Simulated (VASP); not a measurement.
# BiN: structure and properties in VASP, part 2 of 5

Wanted: the relaxed cell of BiN and its properties. The cell is invented: it takes the structure of a Materials Project entry for GaN (space group 216 there), with some of its atoms replaced by other elements, volume scaled by an estimate. It may not be a known or stable phase.

VASP 6.6.1, plane waves and PAW; the level of theory is named at each step.

Still holding for the runs below: The k-mesh is coarse for a metal.

So far. Step 2 (Full relaxation (r2SCAN)): It ends with forces that vanish by symmetry and a pressure of -0.06 GPa. The relaxed cell has a = 5.502 Å (conventional setting).

## 3. Second relaxation

Level of this step: r2SCAN; plane waves and PAW (Bi_d, N); invented cell (VASP).

A relaxation keeps the plane waves of the cell it began with, so it is repeated from the new cell, on a basis made for it. The mesh changes with the cell too.

Contents of INCAR:

```
SYSTEM = BiN
PREC = Accurate
ENCUT = 520
EDIFF = 1E-06
NELM = 100
ISMEAR = 0
SIGMA = 0.05
LREAL = .FALSE.
ALGO = Normal
METAGGA = R2SCAN
LASPH = .TRUE.
LORBIT = 11
LWAVE = .FALSE.
LCHARG = .FALSE.
IBRION = 2
NSW = 60
ISIF = 3
EDIFFG = -0.01
```

Contents of POSCAR:

```
BiN
1.0
    0.0000000000      2.7510541957      2.7510541957
    2.7510541957      0.0000000000      2.7510541957
    2.7510541957      2.7510541957      0.0000000000
Bi N
1 1
Direct
    0.0000000000      0.0000000000      0.0000000000
    0.2500000000      0.2500000000      0.2500000000
```

Contents of KPOINTS:

```
Automatic mesh
0
Gamma
8 8 8
0 0 0
```

The projector-augmented-wave data sets are Bi_d and N (PBE family, release 64).

Command:

```
> mpirun -np 1 vasp_std
```

The log of the run:

```text
[banner, memory and clock lines left out]
running    1 mpi-ranks, on    1 nodes
 distrk:  each k-point on    1 cores,    1 groups
 distr:  one band on    1 cores,    1 groups

 POSCAR found type information on POSCAR BiN
 POSCAR found :  2 types and       2 ions
 [... a notice as in an earlier step ...]

 LDA part: xc-table for (None), standard interpolation
 POSCAR, INCAR and KPOINTS ok, starting setup
 FFT: planning ... GRIDC
 FFT: planning ... GRID_SOFT
 FFT: planning ... GRID
 WAVECAR not read
 entering main loop
       N       E                     dE             d eps       ncg     rms          rms(c)
DAV:   1     0.108548145274E+03    0.10855E+03   -0.10978E+04   812   0.168E+03
DAV:   2    -0.589020635402E+02   -0.16745E+03   -0.16413E+03   920   0.410E+02
DAV:   3    -0.733898755563E+02   -0.14488E+02   -0.13956E+02   968   0.122E+02
DAV:   4    -0.737430316727E+02   -0.35316E+00   -0.35304E+00   946   0.228E+01
DAV:   5    -0.737537514903E+02   -0.10720E-01   -0.10720E-01  1112   0.357E+00    0.827E+00
DAV:   6    -0.659035391625E+02    0.78502E+01   -0.17256E+01  1166   0.426E+01    0.409E+00
DAV:   7    -0.658720348809E+02    0.31504E-01   -0.19502E+00   884   0.912E+00    0.167E+00
DAV:   8    -0.658538781170E+02    0.18157E-01   -0.16962E-01   952   0.496E+00    0.227E-01
DAV:   9    -0.658552780042E+02   -0.13999E-02   -0.91526E-03  1078   0.848E-01    0.176E-01
DAV:  10    -0.658557261625E+02   -0.44816E-03   -0.36717E-03   986   0.834E-01    0.749E-02
DAV:  11    -0.658555950209E+02    0.13114E-03   -0.31786E-04   974   0.194E-01    0.364E-02
DAV:  12    -0.658556032468E+02   -0.82259E-05   -0.13211E-04   968   0.173E-01    0.968E-03
DAV:  13    -0.658556043946E+02   -0.11478E-05   -0.40700E-06   886   0.198E-02    0.526E-03
DAV:  14    -0.658556045499E+02   -0.15529E-06   -0.15157E-06   580   0.181E-02
   1 F= -.65855605E+02 E0= -.65855180E+02  d E =-.658556E+02
 curvature:   0.00 expect dE= 0.000E+00 dE for cont linesearch  0.000E+00
 trial: gam= 0.00000 g(F)=  0.112E-46 g(S)=  0.438E-02 ort = 0.000E+00 (trialstep = 0.100E+01)
 search vector abs. value=  0.438E-02
 bond charge predicted
       N       E                     dE             d eps       ncg     rms          rms(c)
DAV:   1    -0.659155788072E+02   -0.59974E-01   -0.17235E+00   986   0.243E+01    0.142E+00
DAV:   2    -0.658665767529E+02    0.49002E-01   -0.16681E-01   992   0.552E+00    0.536E-01
DAV:   3    -0.658575193547E+02    0.90574E-02   -0.37824E-02  1216   0.290E+00    0.249E-01
DAV:   4    -0.658559184072E+02    0.16009E-02   -0.90499E-03   986   0.143E+00    0.511E-02
DAV:   5    -0.658560726735E+02   -0.15427E-03   -0.13333E-03   846   0.301E-01    0.451E-02
DAV:   6    -0.658560452450E+02    0.27429E-04   -0.15903E-04  1016   0.143E-01    0.226E-02
DAV:   7    -0.658560327957E+02    0.12449E-04   -0.96886E-05  1138   0.120E-01    0.447E-03
DAV:   8    -0.658560335745E+02   -0.77884E-06   -0.52352E-06   842   0.282E-02
   2 F= -.65856034E+02 E0= -.65855680E+02  d E =-.429025E-03
 trial-energy change:   -0.000429  1 .order   -0.000403   -0.004375    0.003569
 step:   0.5556(harm=  0.5508)  dis= 0.00000  next Energy=   -65.856824 (dE=-0.122E-02)
 bond charge predicted
       N       E                     dE             d eps       ncg     rms          rms(c)
DAV:   1    -0.658686500949E+02   -0.12617E-01   -0.33329E-01   986   0.104E+01    0.637E-01
DAV:   2    -0.658588435967E+02    0.98065E-02   -0.32860E-02   992   0.249E+00    0.238E-01
DAV:   3    -0.658570589407E+02    0.17847E-02   -0.73568E-03  1224   0.131E+00    0.110E-01
DAV:   4    -0.658567667287E+02    0.29221E-03   -0.17069E-03   986   0.626E-01    0.223E-02
DAV:   5    -0.658568119020E+02   -0.45173E-04   -0.26277E-04   846   0.127E-01    0.202E-02
DAV:   6    -0.658568053422E+02    0.65597E-05   -0.32967E-05  1014   0.623E-02    0.952E-03
DAV:   7    -0.658568011093E+02    0.42330E-05   -0.18478E-05  1112   0.516E-02    0.226E-03
DAV:   8    -0.658568010188E+02    0.90474E-07   -0.89525E-07   418   0.126E-02
   3 F= -.65856801E+02 E0= -.65856418E+02  d E =-.119647E-02
 curvature:  -0.28 expect dE=-0.147E-06 dE for cont linesearch -0.147E-06
 trial: gam=-0.01093 g(F)=  0.635E-47 g(S)=  0.535E-06 ort = 0.484E-04 (trialstep = 0.911E+00)
 search vector abs. value=  0.165E-09
 reached required accuracy - stopping structural energy minimisation
```

Wall time 86 s (1 MPI rank of Intel Xeon 6975P-C (Granite Rapids), shared host); peak memory 0.18 GiB.

From OUTCAR (step 3):

```text
  LATTYP: Found a face centered cubic cell.
 ALAT       =     5.5021083914

The static configuration has the point symmetry T_d .

 Found     29 irreducible k-points:

   k-points           NKPTS =     29   k-points in BZ     NKDIM =     29   number of bands    NBANDS=     14

   dimension x,y,z NGX =    30 NGY =   30 NGZ =   30
   dimension x,y,z NGXF=    60 NGYF=   60 NGZF=   60

   ENCUT  =  520.0 eV  38.22 Ry    6.18 a.u.   7.23  7.23  7.23*2*pi/ulx,y,z

   NELECT =      20.0000    total number of electrons

 E-fermi :   6.4512

 k-point     1 :       0.0000    0.0000    0.0000
  band No.  band energies     occupation
    ...
      6     -10.4029      2.00000
      7      -1.0836      2.00000
      8       4.1875      2.00000
      9       4.1875      2.00000
     10       4.1875      2.00000
     11       9.5387      0.00000
     12       9.5387      0.00000
     13       9.5387      0.00000
     14      13.0948      0.00000

 k-point     2 :       0.1250    0.0000    0.0000
  band No.  band energies     occupation
    ...
      6     -10.2303      2.00000
      7      -1.4870      2.00000
      8       4.0351      2.00000
      9       4.0351      2.00000
     10       4.1460      2.00000
     11       8.9617      0.00000
     12       9.7277      0.00000
     13       9.7277      0.00000
     14      14.2948      0.00000

  Total        0.0027179      0.0027179      0.0027179      0.0000000      0.0000000     -0.0000000
  in kB        0.1035464      0.1035464      0.1035464      0.0000000      0.0000000     -0.0000000
  external PRESSURE =       0.1035464 kB  Pullay stress =       0.0000000 kB

  energy-cutoff  :      520.00
  volume of cell :       42.05
      direct lattice vectors                 reciprocal lattice vectors
     0.000000000  2.760119396  2.760119396    -0.181151584  0.181151584  0.181151584
     2.760119396  0.000000000  2.760119396     0.181151584 -0.181151584  0.181151584
     2.760119396  2.760119396 -0.000000000     0.181151584  0.181151584 -0.181151584

 POSITION                                       TOTAL-FORCE (eV/Angst)
 -----------------------------------------------------------------------------------
      0.00000      0.00000      0.00000         0.000000      0.000000      0.000000
      1.38006      1.38006      1.38006        -0.000000     -0.000000     -0.000000
 -----------------------------------------------------------------------------------
    total drift:                                0.000000      0.000000      0.000000

  FREE ENERGIE OF THE ION-ELECTRON SYSTEM (eV)
  ---------------------------------------------------
  free  energy   TOTEN  =       -65.8568010188 eV

  energy  without entropy=      -65.8560349540  energy(sigma->0) =      -65.85641799

 total charge
# of ion       s       p       d       tot
------------------------------------------
    1        1.575   1.071   9.967  12.613
    2        1.331   2.249   0.000   3.581
--------------------------------------------------
tot          2.907   3.320   9.967  16.194

[... 2 parts as in an earlier step ...]

[... 7 further parts left out ...]
```

CONTCAR:

```
BiN
   1.00000000000000
     0.0000000000000000    2.7601193960990345    2.7601193960990345
     2.7601193960990345    0.0000000000000000    2.7601193960990345
     2.7601193960990345    2.7601193960990345   -0.0000000000000000
  Bi              N
     1     1
Direct
     0.0000000000000000    0.0000000000000000    0.0000000000000000
     0.2500000000000000    0.2500000000000000    0.2500000000000000
```

Step by step:

| step | energy less that of the first step (eV) | largest force (eV/Å) | pressure (GPa) | volume (Å³) |
| --- | --- | --- | --- | --- |
| 1 | 0.0000 | 0.0000 | 0.95 | 41.64 |
| 2 | -0.0004 | 0.0000 | -0.76 | 42.39 |
| 3 | -0.0012 | 0.0000 | 0.01 | 42.05 |

| conventional cell, symmetrised | before | after | change |
| --- | --- | --- | --- |
| a (Å) | 5.502 | 5.520 | +0.3 % |
| b (Å) | 5.502 | 5.520 | +0.3 % |
| c (Å) | 5.502 | 5.520 | +0.3 % |
| volume (Å³/atom) | 20.82 | 21.03 | +1.0 % |

The relaxed structure:

```
Bi N
1.0
     0.00000    2.76012    2.76012
     2.76012    0.00000    2.76012
     2.76012    2.76012    0.00000
Bi N
1 1
Cartesian
  0.0000 0.0000 0.0000
  1.3801 1.3801 1.3801
```

Numbers from this step:

```yaml
irreducible_k_points: 29
free_energy_toten: -65.8568 eV
energy_at_zero_smearing: -65.8564 eV
fermi_energy: 6.451 eV
pressure: 0.01035 GPa
scf_cycles_over_all_ionic_steps: 30
```

It ends with forces that vanish by symmetry and a pressure of 0.01 GPa.

## 4. Density, ELF and potential (r2SCAN)

The relaxed cell gets a fresh self-consistent run, on a basis set for its own volume, to fix the density and to check the remaining stress.

Edit INCAR of step 3 so:

```diff
@@ -13,6 +13,5 @@
 LWAVE = .FALSE.
-LCHARG = .FALSE.
-IBRION = 2
-NSW = 60
-ISIF = 3
-EDIFFG = -0.01
+LCHARG = .TRUE.
+ISIF = 2
+LELF = .TRUE.
+LVHAR = .TRUE.
```

Contents of POSCAR:

```
BiN
1.0
    0.0000000000      2.7601193961      2.7601193961
    2.7601193961      0.0000000000      2.7601193961
    2.7601193961      2.7601193961      0.0000000000
Bi N
1 1
Direct
    0.0000000000      0.0000000000      0.0000000000
    0.2500000000      0.2500000000      0.2500000000
```

KPOINTS is that of step 3.

Command:

```
> mpirun -np 1 vasp_std
```

The log of the run:

```text
[... set-up lines as in an earlier step ...]
 entering main loop
       N       E                     dE             d eps       ncg     rms          rms(c)
DAV:   1     0.112475312380E+03    0.11248E+03   -0.11152E+04   820   0.168E+03
DAV:   2    -0.590498533406E+02   -0.17153E+03   -0.16753E+03   884   0.427E+02
DAV:   3    -0.733924499168E+02   -0.14343E+02   -0.14008E+02   980   0.122E+02
DAV:   4    -0.737442431771E+02   -0.35179E+00   -0.35150E+00   886   0.223E+01
DAV:   5    -0.737578652893E+02   -0.13622E-01   -0.13622E-01  1212   0.395E+00    0.826E+00
DAV:   6    -0.659144184395E+02    0.78434E+01   -0.17475E+01  1158   0.426E+01    0.415E+00
DAV:   7    -0.658745487749E+02    0.39870E-01   -0.20408E+00   886   0.918E+00    0.167E+00
DAV:   8    -0.658551146440E+02    0.19434E-01   -0.17082E-01   934   0.492E+00    0.226E-01
DAV:   9    -0.658568352584E+02   -0.17206E-02   -0.94062E-03  1056   0.821E-01    0.177E-01
DAV:  10    -0.658573316161E+02   -0.49636E-03   -0.38776E-03   980   0.831E-01    0.789E-02
DAV:  11    -0.658571837641E+02    0.14785E-03   -0.33650E-04   974   0.189E-01    0.383E-02
DAV:  12    -0.658571873118E+02   -0.35478E-05   -0.15497E-04   986   0.178E-01    0.107E-02
DAV:  13    -0.658571886730E+02   -0.13612E-05   -0.42200E-06   848   0.205E-02    0.595E-03
DAV:  14    -0.658571887998E+02   -0.12678E-06   -0.16961E-06   622   0.198E-02
   1 F= -.65857189E+02 E0= -.65856806E+02  d E =-.766380E-03
```

It took 37 s on 1 MPI rank; peak memory 0.17 GiB.

Parts of OUTCAR (step 4):

```text
  LATTYP: Found a face centered cubic cell.
 ALAT       =     5.5202387922

The static configuration has the point symmetry T_d .

 Found     29 irreducible k-points:

   ENCUT  =  520.0 eV  38.22 Ry    6.18 a.u.   7.26  7.26  7.26*2*pi/ulx,y,z

   NELECT =      20.0000    total number of electrons

 E-fermi :   6.4510

 k-point     1 :       0.0000    0.0000    0.0000
  band No.  band energies     occupation
    ...
      6     -10.4031      2.00000
      7      -1.0839      2.00000
      8       4.1873      2.00000
      9       4.1873      2.00000
     10       4.1873      2.00000
     11       9.5385      0.00000
     12       9.5385      0.00000
     13       9.5385      0.00000
     14      13.0947      0.00000

 k-point     2 :       0.1250    0.0000    0.0000
  band No.  band energies     occupation
    ...
      6     -10.2306      2.00000
      7      -1.4873      2.00000
      8       4.0349      2.00000
      9       4.0349      2.00000
     10       4.1458      2.00000
     11       8.9615      0.00000
     12       9.7275      0.00000
     13       9.7275      0.00000
     14      14.2947      0.00000

  Total        0.0026834      0.0026834      0.0026834     -0.0000000     -0.0000000      0.0000000
  in kB        0.1022316      0.1022316      0.1022316     -0.0000000     -0.0000000      0.0000000
  external PRESSURE =       0.1022316 kB  Pullay stress =       0.0000000 kB

  energy-cutoff  :      520.00
  volume of cell :       42.05
      direct lattice vectors                 reciprocal lattice vectors
     0.000000000  2.760119396  2.760119396    -0.181151584  0.181151584  0.181151584
     2.760119396  0.000000000  2.760119396     0.181151584 -0.181151584  0.181151584
     2.760119396  2.760119396  0.000000000     0.181151584  0.181151584 -0.181151584

  FREE ENERGIE OF THE ION-ELECTRON SYSTEM (eV)
  ---------------------------------------------------
  free  energy   TOTEN  =       -65.8571887998 eV

  energy  without entropy=      -65.8564224194  energy(sigma->0) =      -65.85680561

 total charge
# of ion       s       p       d       tot
------------------------------------------
    1        1.575   1.071   9.967  12.613
    2        1.331   2.250   0.000   3.581
--------------------------------------------------
tot          2.906   3.321   9.967  16.194

[... 5 parts as in an earlier step ...]

[... 6 further parts left out ...]
```

This step gave:

```yaml
scf_cycles: 14
free_energy_toten: -65.8572 eV
energy_at_zero_smearing: -65.8568 eV
pressure: 0.01022 GPa
```

Valence electrons inside each PAW sphere by angular momentum. Sphere charges, by row:

| atom | s (e) | p (e) | d (e) | tot (e) |
| --- | --- | --- | --- | --- |
| Bi1 | 1.575 | 1.071 | 9.967 | 12.61 |
| N2 | 1.331 | 2.25 | 0 | 3.581 |

Valence density in the ac plane of a cell with a along [110], b along [-110] and c along [001] of the cube at fractional y = 0.000, with atoms of Bi and N within 0.2 Å of it. It is the smooth field of the valence electrons, not physical close to the nuclei.

Ten steps, logarithmic in the rise over the least value, from '0' (0.02 × 1e0 e/Å³) to '9' (9.44 × 1e0 e/Å³), each cell a mean:
```
9853222347998532223479
7643454435776434544357
4334676533443346765334
2224777632222247776322
0124677531001246775310
0012454310000124543100
0001222110000012221100
0000111000000001110000
0000000000000000000000
0000000000000000000000
1100000000111000000001
3210000012232100000122
6531000124565310001245
8752100246887521002468
9863111247998631112479
```
Columns run along a (7.8 Å), rows up along c (5.5 Å), edges of the conventional cell, whose origin can differ from the input's. Atoms in or near the plane, at fractional coordinates: Bi at (0.50, 0.00), Bi at (0.00, 0.00), N at (0.75, 0.75), N at (0.25, 0.75).

Electrostatic potential energy in the ac plane of a cell with a along [110], b along [-110] and c along [001] of the cube at fractional y = 0.000, with atoms of Bi and N within 0.2 Å of it. With pseudopotentials it is smooth inside the atoms' cores, unlike the true potential.

Ten even steps from '_' (-90 eV) to '@' (3 eV), each cell a mean:
```
__..++%%@@@@@@@@##::____..++%%@@@@@@@@##::__
::==##@@@@%%@@@@%%++::::==##@@@@%%@@@@%%++::
##%%@@@@##==++%%@@%%####%%@@@@##==++%%@@%%##
@@@@@@@@++++==##@@@@@@@@@@@@@@++++==##@@@@@@
@@@@@@@@**==++%%@@@@@@@@@@@@@@**==++%%@@@@@@
@@@@@@@@@@%%@@@@@@@@@@@@@@@@@@@@%%@@@@@@@@@@
@@@@@@@@@@@@@@@@@@@@@@@@@@@@@@@@@@@@@@@@@@@@
@@@@@@@@@@@@@@@@@@@@@@@@@@@@@@@@@@@@@@@@@@@@
@@@@@@@@@@@@@@@@@@@@@@@@@@@@@@@@@@@@@@@@@@@@
@@@@@@@@@@@@@@@@@@@@@@@@@@@@@@@@@@@@@@@@@@@@
@@@@@@@@@@@@@@@@@@@@@@@@@@@@@@@@@@@@@@@@@@@@
%%@@@@@@@@@@@@@@@@@@@@%%@@@@@@@@@@@@@@@@@@@@
++**%%@@@@@@@@@@@@##++++**%%@@@@@@@@@@@@##++
__::**@@@@@@@@@@%%==..__::**@@@@@@@@@@%%==..
____==%%@@@@@@@@##::______==%%@@@@@@@@##::__
```
Columns run along a (7.8 Å; values clipped at the 3rd and 97th percentile), rows up along c (5.5 Å), edges of the conventional cell, whose origin can differ from the input's. Atoms in or near the plane, at fractional coordinates: Bi at (0.50, 0.00), Bi at (0.00, 0.00), N at (0.75, 0.75), N at (0.25, 0.75).

ELF in the ac plane of a cell with a along [110], b along [-110] and c along [001] of the cube at fractional y = 0.000, with atoms of Bi and N within 0.2 Å of it. It is the smooth field of the valence electrons, not physical close to the nuclei.

Ten even steps from '0' (0.01) to '9' (0.80), each cell a mean:
```
3354455355333544553553
5554899645555548996455
5447989954554479899545
3249947973232499479732
1148989962111489899621
0036899741000368997410
0013565420000135654200
0001122100000011221000
0000000000000000000000
0000000000000000000000
1110000001111100000011
4432000123444320001234
6654100256666541002566
3575201366435752013664
6364212365463642123654
```
Columns run along a (7.8 Å), rows up along c (5.5 Å), edges of the conventional cell, whose origin can differ from the input's. Atoms in or near the plane, at fractional coordinates: Bi at (0.50, 0.00), Bi at (0.00, 0.00), N at (0.75, 0.75), N at (0.25, 0.75).

In this run the pressure is 0.01 GPa, small enough to go on.

(Part 2 of 5 ends here.)

[Lines on the potential files, build, host, timing and source positions are cut from VASP's logs without a mark.]

[Logs are printed without paths, hosts, clocks, repeated set-up lines and the standing remarks that a program may print on its own settings, such as how far it seeks lower states.]

[Hosts, paths, dates, database ids (printed as entryN), source tags and the programs' standing remarks are cut or masked in the printed files.]

[A measured line is paired with the nearest computed mode of its activity, which favours agreement.]
